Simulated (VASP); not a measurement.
Energy against volume of Cu (fcc). Computed with PBE GGA, VASP's PBE PAW potentials (set 64) (plane waves; VASP).

```
V (Å³/atom)  E (eV/atom)
-----------  -----------
11.256          -3.70406
11.616          -3.72078
11.975          -3.72615
12.334          -3.72199
12.693          -3.71000
```

Task: Fit a third-order Birch-Murnaghan equation of state.

Result: 
| Item | Result |
|---|---|
| volume per atom | 11.99 Å³/atom |
| bulk modulus | 140 GPa |
| pressure derivative of the bulk modulus | 5.14 |
| lattice constant a | 0.3633 nm |

Measured: bulk modulus 144 GPa at 0 K (computed value off by -3.2 %), as given by Daniel Mejia-Rodriguez et al., Physical Review B (2018), arXiv:1807.09216 [0 K value with the zero-point phonon effect removed]; a 3.595 Å at 0 K (computed value off by +1.1 %), as given by Gábor I. Csonka et al., Physical Review B (2009), arXiv:0903.4037 [low-temperature or extrapolated to 0 K; zero-point anharmonic expansion removed].

The compound is Cu in the fcc structure. It was relaxed first.
